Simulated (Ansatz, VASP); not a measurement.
# Cross-check of RbGeH3 between VASP and Ansatz, part 2 of 2

Wanted: the spread between two codes on one cell, functional and k mesh. The cell is generated by rule, not measured, and may not be a known phase. The cell is taken from a series of runs on this material, whose earlier steps may have relaxed, scaled, displaced or heated it; both programs get it as it stands.

VASP 6.6.1 and Ansatz 0.2.0.

So far: The structure; VASP: zone-centre phonons, PBEsol.

## (2) VASP: zone-centre phonons, PBEsol (continued)

Level of this step: PBEsol; plane waves and PAW (Rb_sv, Ge_d, H); invented cell (VASP).

Numbers of over 12 decimals in the logs are rounded to 6 here.

From OUTCAR (step 2):

```text
ion  position               nearest neighbor table
   1  0.000  0.000  0.967-   4 2.93   4 2.93   4 2.93   4 2.93   5 2.97   3 2.97   5 2.97   3 2.97
                             3 3.11   5 3.11   5 3.11   3 3.11   2 3.50   2 3.50   2 3.50   2 3.50
   2  0.500  0.500  0.509-   4 1.62   1 3.50   1 3.50   1 3.50   1 3.50   1 3.75   1 3.75   1 3.75
                             1 3.75
   3  0.500  0.000  0.486-   1 2.97   1 2.97   1 3.11   1 3.11
   4  0.500  0.500  0.159-   2 1.62   1 2.93   1 2.93   1 2.93   1 2.93
   5  0.000  0.500  0.486-   1 2.97   1 2.97   1 3.11   1 3.11

  LATTYP: Found a simple tetragonal cell.
 ALAT       =     3.9477751439
 C/A-ratio  =     1.1696118740

 Subroutine GETGRP returns: Found  8 space group operations
 (whereof  8 operations were pure point group operations)

The static configuration has the point symmetry C_4v.

 Found    105 irreducible k-points:

   k-points           NKPTS =    105   k-points in BZ     NKDIM =    105   number of bands    NBANDS=     19

   dimension x,y,z NGX =    30 NGY =   30 NGZ =   36
   dimension x,y,z NGXF=    60 NGYF=   60 NGZF=   72

   ENCUT  =  500.0 eV  36.75 Ry    6.06 a.u.   7.20  7.20  8.42*2*pi/ulx,y,z

   NELECT =      26.0000    total number of electrons

 k-points in reciprocal lattice and weights: Automatic mesh
   0.00000000  0.00000000  0.00000000       0.001
   0.10000000  0.00000000  0.00000000       0.005
   0.20000000  0.00000000  0.00000000       0.005
   0.30000000  0.00000000  0.00000000       0.005
   0.40000000  0.00000000  0.00000000       0.005
   0.50000000  0.00000000  0.00000000       0.003
   0.10000000  0.10000000  0.00000000       0.005
   0.20000000  0.10000000  0.00000000       0.010
   0.30000000  0.10000000  0.00000000       0.010
[...]
0.40000000  0.10000000  0.37500000       0.020
[...]
POSITION                                       TOTAL-FORCE (eV/Angst)
 -----------------------------------------------------------------------------------
      0.00000      0.00000      4.46284         0.000000     -0.000000      0.001702
      1.97389      1.97389      2.35132        -0.000000      0.000000     -0.014106
      1.97389      0.00000      2.24447        -0.000000     -0.000000     -0.000323
      1.97389      1.97389      0.73363        -0.000000     -0.000000      0.013051
      0.00000      1.97389      2.24447        -0.000000     -0.000000     -0.000323
 -----------------------------------------------------------------------------------
    total drift:                                0.000000      0.000000      0.000526

 Eigenvectors and eigenvalues of the dynamical matrix
 ----------------------------------------------------

   1 f  =   49.318791 THz   309.879101 2PiTHz 1645.097779 cm-1   203.966037 meV
             X         Y         Z           dx          dy          dz
      0.000000  0.000000  4.462840    -0.000000    0.000000   -0.002014
      1.973888  1.973888  2.351318    -0.000000    0.000000    0.116363
      1.973888  0.000000  2.244466    -0.000000   -0.000000    0.010257
      1.973888  1.973888  0.733633     0.000000   -0.000000   -0.993099
      0.000000  1.973888  2.244466    -0.000000   -0.000000    0.010257

   2 f  =   22.704939 THz   142.659340 2PiTHz  757.355250 cm-1    93.900041 meV
             X         Y         Z           dx          dy          dz
      0.000000  0.000000  4.462840    -0.000000   -0.000000   -0.000000
      1.973888  1.973888  2.351318     0.000000   -0.000000   -0.000000
      1.973888  0.000000  2.244466     0.000000   -0.000000    0.707107
      1.973888  1.973888  0.733633     0.000000    0.000000   -0.000000
      0.000000  1.973888  2.244466     0.000000    0.000000   -0.707107

   3 f  =   21.697290 THz   136.328091 2PiTHz  723.743675 cm-1    89.732739 meV
             X         Y         Z           dx          dy          dz
      0.000000  0.000000  4.462840     0.003478   -0.024549   -0.000000
      1.973888  1.973888  2.351318     0.012186   -0.086014   -0.000000
      1.973888  0.000000  2.244466    -0.019001   -0.145341    0.000000
      1.973888  1.973888  0.733633    -0.136858    0.966028   -0.000000
      0.000000  1.973888  2.244466     0.020591    0.134121    0.000000

   4 f  =   21.697290 THz   136.328091 2PiTHz  723.743675 cm-1    89.732739 meV
             X         Y         Z           dx          dy          dz
      0.000000  0.000000  4.462840    -0.024549   -0.003478   -0.000000
      1.973888  1.973888  2.351318    -0.086014   -0.012186    0.000000
      1.973888  0.000000  2.244466     0.134121   -0.020591   -0.000000
      1.973888  1.973888  0.733633     0.966028    0.136858    0.000000
      0.000000  1.973888  2.244466    -0.145341    0.019001    0.000000

   5 f  =   21.317311 THz   133.940614 2PiTHz  711.068948 cm-1    88.161274 meV
             X         Y         Z           dx          dy          dz
      0.000000  0.000000  4.462840    -0.000000    0.000000   -0.001379
      1.973888  1.973888  2.351318     0.000000   -0.000000   -0.161320
      1.973888  0.000000  2.244466     0.000000    0.000000    0.697837
      1.973888  1.973888  0.733633     0.000000   -0.000000   -0.004484
      0.000000  1.973888  2.244466     0.000000    0.000000    0.697837

   6 f  =   19.411048 THz   121.963214 2PiTHz  647.482877 cm-1    80.277609 meV
             X         Y         Z           dx          dy          dz
      0.000000  0.000000  4.462840    -0.000127   -0.001463    0.000000
      1.973888  1.973888  2.351318    -0.008907   -0.102724    0.000000
      1.973888  0.000000  2.244466     0.084999    0.042101   -0.000000
      1.973888  1.973888  0.733633    -0.012048   -0.138945    0.000000
      0.000000  1.973888  2.244466     0.003651    0.980257   -0.000000

   7 f  =   19.411048 THz   121.963214 2PiTHz  647.482877 cm-1    80.277609 meV
             X         Y         Z           dx          dy          dz
      0.000000  0.000000  4.462840     0.001463   -0.000127    0.000000
      1.973888  1.973888  2.351318     0.102724   -0.008907    0.000000
      1.973888  0.000000  2.244466    -0.980257    0.003651   -0.000000
      1.973888  1.973888  0.733633     0.138945   -0.012048    0.000000
      0.000000  1.973888  2.244466    -0.042101    0.084999   -0.000000

   8 f  =    3.160686 THz    19.859173 2PiTHz  105.429123 cm-1    13.071539 meV
             X         Y         Z           dx          dy          dz
      0.000000  0.000000  4.462840     0.000000    0.000000   -0.686325
      1.973888  1.973888  2.351318    -0.000000   -0.000000    0.712752
      1.973888  0.000000  2.244466    -0.000000   -0.000000    0.081984
      1.973888  1.973888  0.733633    -0.000000   -0.000000    0.086599
      0.000000  1.973888  2.244466    -0.000000    0.000000    0.081984

   9 f  =    2.780463 THz    17.470163 2PiTHz   92.746255 cm-1    11.499065 meV
             X         Y         Z           dx          dy          dz
      0.000000  0.000000  4.462840    -0.084697    0.677365    0.000000
      1.973888  1.973888  2.351318     0.089320   -0.714343   -0.000000
      1.973888  0.000000  2.244466     0.009637   -0.084904    0.000000
      1.973888  1.973888  0.733633     0.006060   -0.048465   -0.000000
      0.000000  1.973888  2.244466     0.010616   -0.077071   -0.000000

  10 f  =    2.780463 THz    17.470163 2PiTHz   92.746255 cm-1    11.499065 meV
             X         Y         Z           dx          dy          dz
      0.000000  0.000000  4.462840    -0.677365   -0.084697   -0.000000
      1.973888  1.973888  2.351318     0.714343    0.089320    0.000000
      1.973888  0.000000  2.244466     0.077071    0.010616    0.000000
      1.973888  1.973888  0.733633     0.048465    0.006060    0.000000
      0.000000  1.973888  2.244466     0.084904    0.009637    0.000000

  11 f/i=    0.008369 THz     0.052583 2PiTHz    0.279154 cm-1     0.034611 meV
             X         Y         Z           dx          dy          dz
      0.000000  0.000000  4.462840    -0.000000   -0.000000    0.727290
      1.973888  1.973888  2.351318    -0.000000   -0.000000    0.672622
      1.973888  0.000000  2.244466    -0.000000   -0.000000    0.078718
      1.973888  1.973888  0.733633    -0.000000   -0.000000    0.078963
      0.000000  1.973888  2.244466    -0.000000   -0.000000    0.078718

  12 f/i=    0.013683 THz     0.085972 2PiTHz    0.456409 cm-1     0.056587 meV
             X         Y         Z           dx          dy          dz
      0.000000  0.000000  4.462840     0.378595   -0.624537    0.000000
      1.973888  1.973888  2.351318     0.346967   -0.572363    0.000000
      1.973888  0.000000  2.244466     0.040982   -0.067048    0.000000
      1.973888  1.973888  0.733633     0.040939   -0.067534    0.000000
      0.000000  1.973888  2.244466     0.040645   -0.067605    0.000000

  13 f/i=    0.013683 THz     0.085972 2PiTHz    0.456409 cm-1     0.056587 meV
             X         Y         Z           dx          dy          dz
      0.000000  0.000000  4.462840     0.624537    0.378595    0.000000
      1.973888  1.973888  2.351318     0.572363    0.346967    0.000000
      1.973888  0.000000  2.244466     0.067605    0.040645    0.000000
      1.973888  1.973888  0.733633     0.067534    0.040939    0.000000
      0.000000  1.973888  2.244466     0.067048    0.040982    0.000000

  14 f/i=   41.545886 THz   261.040501 2PiTHz 1385.821590 cm-1   171.819901 meV
             X         Y         Z           dx          dy          dz
      0.000000  0.000000  4.462840    -0.002379    0.000683   -0.000000
      1.973888  1.973888  2.351318    -0.119946    0.034429    0.000000
      1.973888  0.000000  2.244466    -0.033828   -0.270771    0.000000
      1.973888  1.973888  0.733633     0.135883   -0.039003   -0.000000
      0.000000  1.973888  2.244466     0.943335    0.009710    0.000000

  15 f/i=   41.545886 THz   261.040501 2PiTHz 1385.821590 cm-1   171.819901 meV
             X         Y         Z           dx          dy          dz
      0.000000  0.000000  4.462840     0.000683    0.002379    0.000000
      1.973888  1.973888  2.351318     0.034429    0.119946   -0.000000
      1.973888  0.000000  2.244466     0.009710   -0.943335   -0.000000
      1.973888  1.973888  0.733633    -0.039003   -0.135883    0.000000
      0.000000  1.973888  2.244466    -0.270771    0.033828   -0.000000

 ELASTIC MODULI CONTR FROM IONIC RELAXATION (kBar)
 Direction    XX          YY          ZZ          XY          YZ          ZX
 --------------------------------------------------------------------------------
 XX          -6.5448      0.2836      2.9047      0.0000     -0.0000     -0.0000
 YY           0.2836     -6.5448      2.9047      0.0000      0.0000      0.0000
 ZZ           2.9047      2.9047   -557.9414      0.0000      0.0000     -0.0000
 XY           0.0000      0.0000      0.0000      0.0000      0.0000      0.0000
 YZ          -0.0000      0.0000      0.0000      0.0000    -49.7215      0.0000
 ZX          -0.0000      0.0000     -0.0000      0.0000      0.0000    -45.3365
 --------------------------------------------------------------------------------
```

## (3) Ansatz: zone-centre phonons, PBEsol

Ansatz runs on its PAW soft_1 files.

The same cell, functional, mesh and smearing now go to Ansatz, which takes its cutoff from its data sets.

File input.yaml:

```yaml
crystal:
  lattice:
    - [3.9477751439, 0.0, 0.0]
    - [0.0, 3.9477751439, 0.0]
    - [0.0, 0.0, 4.6173646841]
  atoms:
    - { symbol: Rb, position: [0.0, 0.0, 0.9665339263] }
    - { symbol: Ge, position: [0.5, 0.5, 0.5092338308] }
    - { symbol: H, position: [0.5, 0.0, 0.4860924327] }
    - { symbol: H, position: [0.5, 0.5, 0.1588855618] }
    - { symbol: H, position: [0.0, 0.5, 0.4860924327] }
kpoints:
  mp_grid: { grid: [10, 10, 8] }
hamiltonian:
  xc: pbesol
  pseudopotentials: { kind: paw, azcp: { folder: soft_1 }, xc_functional: pbe }
scf:
  occupations: { method: methfessel_paxton, width: 0.2 }
output:
  eigenvalues: true
phonons:
  method: dfpt
```

The run is started by

```bash
$ ansatz run input.yaml --threads 4 --pin off --max-ram 16384MiB --backend cpu --events-out ev --progress --plain --runs-dir out
```

What it wrote:

```text
zone centre: on kpoints.mp_grid the ground state, and the responses unless they are solved on pairs of k-points, stand on 180 of the mesh's 800 k-points, reduced under 4 symmetry operations, with k and −k counted as one. Each operation leaves every solved displacement unchanged or reverses it
Engine: ansatz 0.2.0, aarch64-unknown-linux-gnu
Pseudopotentials: kind: paw
Pseudopotential: Rb, paw, valence charge 9, recommended cutoff 420 eV (normal), soft_1/Rb.paw.azcp
Pseudopotential: Ge, paw, valence charge 14, recommended cutoff 420 eV (normal), soft_1/Ge.paw.azcp
Pseudopotential: H, paw, valence charge 1, recommended cutoff 420 eV (normal), soft_1/H.paw.azcp
Functional definition: PBEsol
  exchange = pbesol_x
  correlation = pbesol_c
Crystal: 5 atoms, lattice volume = 71.961 Å³
Basis set: ecut = 420 eV, 1407 PW (Γ), exchange–correlation on 54×54×64 points (8 copies of the dense FFT grid, shifted against one another)
Bands: 18, of which v1, the nominal top of the filled ones, is band 13 counted from 1 (12 counted from 0)
Symmetry: 8 space group operations
k-points: 180 of 800 (irreducible under 4 space group operations, time reversal used)
Non-local potential: Rb, projectors of the file, l = 0: 3, l = 1: 2, l = 2: 2
Non-local potential: Ge, projectors of the file, l = 0: 2, l = 1: 2, l = 2: 3, l = 3: 1
Non-local potential: H, projectors of the file, l = 0: 2, l = 1: 1
PAW form: soft (Blöchl's): semilocal exchange-correlation on the pseudo side does not see the compensation charge
PAW frozen core: Rb, regenerated for the run's functional, and the local potential with it (the file was generated under x = pbe(κ = 0.804, μ = 0.219515), c = pbe(β = 0.066725))
PAW frozen core: Ge, regenerated for the run's functional, and the local potential with it (the file was generated under x = pbe(κ = 0.804, μ = 0.219515), c = pbe(β = 0.066725))
PAW one-centre angular grid: Rb, 110 points (default); XC on 64 Gauss nodes
PAW one-centre angular grid: Ge, 590 points (default); XC on 64 Gauss nodes
PAW one-centre angular grid: H, 110 points (default); XC on 64 Gauss nodes
Initial density: superposition of atomic densities (chi_scale 0.1, normalization cell, long waves kept (reshape's long-wave potential 0.00 eV rms))
Initial wavefunctions: pseudopotential atomic-orbital guess
Functional: x = pbesol(κ = 0.804, μ = 0.123457), c = pbesol(β = 0.046)
SCF iter   1: F=—  HF=-7518.321281 eV  |F-HF|=—  |Δ(HF+E_count)|=         —  Δρ=5.48e-2  dr2=2.13e0  ethr=3.10e-3  ⟨swp⟩=5.1  Hψ=17165  notcnv=0
preconditioner: auto → Resta (q_TF=auto, 2.303 Å⁻¹)  ε∞=2.5  [insulator: Δε(μ)=0.174 eV  Ē_g=17.236 eV  σ=0.200 eV  W_gap=0.57  n_scr=18 (ndim 8)  ℏωp=21.4 eV  f_vac=0.000  D(μ)=0.08/eV (n_scr^D=0)  ε∞_Penn≈2.5]
SCF iter   2: F=—  HF=-7517.605865 eV  |F-HF|=—  |Δ(HF+E_count)|=   7.15e-1  S|Δr|=    0.00e0  Δρ=2.05e-2  dr2=2.92e-1  ethr=3.10e-3  ⟨swp⟩=2.1  Hψ=7666  notcnv=0  defer=105
preconditioner: auto → Kerker (q_TF=auto, 2.303 Å⁻¹)  [metal: Δε(μ)=0.028 eV  Ē_g=11.976 eV  σ=0.200 eV  W_gap=0.12  n_scr=18 (ndim 8)  ℏωp=16.4 eV  f_vac=0.000  D(μ)=0.16/eV (n_scr^D=0)]
SCF iter   3: F=—  HF=-7517.510410 eV  |F-HF|=—  |Δ(HF+E_count)|=   9.55e-2  S|Δr|=    0.00e0  Δρ=6.66e-3  dr2=2.80e-2  ethr=1.12e-3  ⟨swp⟩=2.0  Hψ=5987  notcnv=0  defer=105
SCF iter   4: F=—  HF=-7517.506411 eV  |F-HF|=—  |Δ(HF+E_count)|=   4.00e-3  S|Δr|=    0.00e0  Δρ=2.93e-3  dr2=7.05e-3  ethr=1.08e-4  ⟨swp⟩=2.0  Hψ=5383  notcnv=0  defer=105
SCF iter   5: F=—  HF=-7517.508976 eV  |F-HF|=—  |Δ(HF+E_count)|=   2.57e-3  S|Δr|=    0.00e0  Δρ=7.69e-4  dr2=6.21e-4  ethr=2.71e-5  ⟨swp⟩=3.0  Hψ=5287  notcnv=0  defer=105
SCF iter   6: F=—  HF=-7517.509018 eV  |F-HF|=—  |Δ(HF+E_count)|=   4.20e-5  S|Δr|=    0.00e0  Δρ=2.72e-4  dr2=6.76e-5  ethr=2.39e-6  ⟨swp⟩=2.0  Hψ=5302  notcnv=0  defer=105
SCF iter   7: F=—  HF=-7517.509008 eV  |F-HF|=—  |Δ(HF+E_count)|=   9.56e-6  S|Δr|=    0.00e0  Δρ=7.92e-5  dr2=8.66e-6  ethr=2.60e-7  ⟨swp⟩=2.0  Hψ=5212  notcnv=0  defer=105
SCF iter   8: F=—  HF=-7517.509009 eV  |F-HF|=—  |Δ(HF+E_count)|=   4.96e-7  S|Δr|=    0.00e0  Δρ=2.32e-5  dr2=4.18e-7  ethr=3.33e-8  ⟨swp⟩=2.0  Hψ=4323  notcnv=0  defer=105
SCF iter   9: F=—  HF=-7517.509008 eV  |F-HF|=—  |Δ(HF+E_count)|=   6.81e-7  S|Δr|=    0.00e0  Δρ=4.47e-6  dr2=1.98e-8  ethr=1.61e-9  ⟨swp⟩=2.0  Hψ=4527  notcnv=0  defer=105
SCF iter  10: F=—  HF=-7517.509008 eV  |F-HF|=—  |Δ(HF+E_count)|=   1.23e-8  S|Δr|=    0.00e0  Δρ=1.12e-6  dr2=1.85e-9  ethr=7.63e-11  ⟨swp⟩=2.1  Hψ=4142  notcnv=0  defer=105
SCF iter  11: F=—  HF=-7517.509008 eV  |F-HF|=—  |Δ(HF+E_count)|=  7.43e-10  S|Δr|=    0.00e0  Δρ=4.07e-7  dr2=3.11e-10  ethr=7.13e-12  ⟨swp⟩=2.1  Hψ=5264  notcnv=0  defer=105
SCF iter  12: F=—  HF=-7517.509008 eV  |F-HF|=—  |Δ(HF+E_count)|=  6.82e-11  S|Δr|=    0.00e0  Δρ=1.37e-7  dr2=3.38e-11  ethr=1.20e-12  ⟨swp⟩=2.3  Hψ=4658  notcnv=0  defer=105
SCF iter  13: F=-7517.509008 eV  HF=-7517.509008 eV  |F-HF|=1.82e-12  |Δ(HF+E_count)|=    0.00e0  S|Δr|=    0.00e0  Δρ=4.23e-8  dr2=2.84e-12  ethr=1.00e-12  ⟨swp⟩=9.6  Hψ=17397  notcnv=0
SCF 1 converged in 13 iterations: F = -7517.509008 eV  dr2 = 2.84e-12
  greatest PAW one-centre occupation: 0.998 electrons in one spin orbital (limit 2), on the Ge atom at site 1 (counted from 0), in its partial waves of l = 2
DFPT response loops at Γ: preconditioner auto → Kerker (q_TF=auto, 2.303 Å⁻¹) (partly filled bands, converged f_vac=0.000); β = 1.00, the filter's whole step (`scf.mixing.beta` (0.50) is not read by the response loops under this deck's `scf.mixing.preconditioner`; to damp them name `kerker` or `kerker_dos`, under which they read `scf.mixing.beta`, and type it under 1.00, their step now; both keys bind the ground state too); Broyden in place of MSR1
SCF converged after 13 iterations
Stability not checked: this state was not tested for a lower state beside it, because cold or Methfessel-Paxton smearing, or corrected tetrahedra, fill the levels in a way that the test cannot read (fill_not_monotonic; see scf.lower_state_search)
Free energy (F): -7517.509008 eV
Harris-Foulkes:  -7517.509008 eV  (|F-HF|=1.82e-12)
Internal energy: -7517.510903 eV  (E = F + TS)
E sigma→0 (E₀):  -7517.509482 eV
Entropy (-TS):   0.001895 eV (0.379 meV/atom)
Fermi energy:    6.608358 eV
--- Per-component energies (eV) ---
  E_band       = -249.909457
  E_kinetic    = 312.410334
  E_local      = -2981.191503  (includes V_loc(G=0)·N_el)
  E_nonlocal   = 407.645709
  E_hartree    = 1284.681981
  E_xc         = -220.633581
  E_vxc        = -228.540866  (∫ρ·V_xc dr)
  E_paw        = -4544.418209  (= ΣΔE_a)
  E_vpaw       = -329.594606  (= ΣTr[D̂ρ^β])
  E_aug_tail   = -0.002513  (compensation charges beyond the density's cutoff)
  E_ewald      = -1777.044731
  E_core_change = 1.041609  (= ΣΔE_core)
  E_smearing   = 0.001895  (= −TS)
  E_closure    = 0.000000  (closes the sum)
  Σ components = -7517.509008   (vs F -7517.509008, Δ=0.00e0)
--- Band table (eV; the first three rows and the last of 180) ---
  k-point 0: bands = [... 9 lower, -4.5057, 2.7479, 4.0286, 5.9433, 6.8950, 6.8950, 8.3372, 11.0870, ... 1 higher]
  k-point 1: bands = [... 9 lower, -4.3068, 2.4152, 4.0621, 6.1441, 6.8515, 6.8515, 8.7674, 10.8053, ... 1 higher]
  k-point 2: bands = [... 9 lower, -3.9148, 1.7353, 4.1471, 6.5774, 6.7491, 6.7491, 9.8428, 10.2396, ... 1 higher]
  k-point 179: bands = [... 9 lower, -2.1826, 0.6853, 0.6853, 1.8560, 9.9293, 10.7855, 10.7855, 13.4617, ... 1 higher]
--- Phonons (Γ-DFPT): 9 representative perturbations + reference, on 180 of 800 k-points (Σ response iterations 30) ---
  k mesh reduced under 4 symmetry operations, with k and −k counted as one. Each operation leaves every solved displacement unchanged or reverses it
  ASR residual: 7.358e-6 → 0.000e0 eV/Å²; symmetrization residual: 8.203e-7 eV/Å²
  ASR residual per site (eV/Å²): 6.24e-6 4.62e-6 6.33e-6 7.36e-6 6.33e-6
  Γ frequencies (cm⁻¹): -1377.09 -1377.09 0.00 0.00 0.00 91.69 91.69 104.70 643.64 643.64 706.95 719.16 719.16 752.65 1644.83
  non-analytic LO–TO correction: not included (Born effective charges unavailable; polar crystals: no LO–TO splitting at Γ)
```

The column dr2 measures how far the density is from self-consistency, as an energy; F and HF (Harris–Foulkes) agree once it is small.

## (4) Side by side

Known differences besides the potentials themselves: the cutoff is 420 eV in Ansatz and 500 eV in VASP; Ansatz makes its cores anew for this functional, VASP keeps those of its PBE data sets. Total energies have different zeros and are not compared.

Compared:

```
                                                   quantity   Ansatz     VASP  difference
optical mode 1 to 2 (imaginary, printed as negative) (cm⁻¹)  -1377.1  -1385.8        +8.7
                                 optical mode 3 to 4 (cm⁻¹)     91.7     92.7     -1.14 %
                                      optical mode 5 (cm⁻¹)    104.7    105.4     -0.69 %
                                 optical mode 6 to 7 (cm⁻¹)    643.6    647.5     -0.59 %
                                      optical mode 8 (cm⁻¹)    707.0    711.1     -0.58 %
                                optical mode 9 to 10 (cm⁻¹)    719.2    723.7     -0.63 %
                                     optical mode 11 (cm⁻¹)    752.6    757.4     -0.62 %
                                     optical mode 12 (cm⁻¹)   1644.8   1645.1     -0.02 %
```

Modes are paired by rising frequency, not by their patterns, so a pair may set unlike modes beside each other; they are those without the splitting of longitudinal modes.

## (5) What came out

```json
{"r.m.s. difference of the optical zone-centre modes, each program's sorted by frequency (zone-centre phonons, PBEsol)": "4.7 cm⁻¹", "difference in optical mode 3 to 4 (zone-centre phonons, PBEsol)": "-1.1 %"}
```

What this shows: The r.m.s. difference of the optical zone-centre modes, each program's sorted by frequency is 4.7 cm⁻¹ (zone-centre phonons, PBEsol). Among the rows given in per cent, the largest difference of the zone-centre phonons, PBEsol pair is in optical mode 3 to 4, -1.1 %. How closely two codes agree says nothing of how well the functional describes the real material.

[Lines on the potential files, build, host, timing and source positions are cut from VASP's logs without a mark.]

[Logs are printed without paths, hosts, clocks, repeated set-up lines and the standing remarks that a program may print on its own settings, such as how far it seeks lower states.]

[Hosts, paths, dates, database ids (printed as entryN), source tags and the programs' standing remarks are cut or masked in the printed files.]
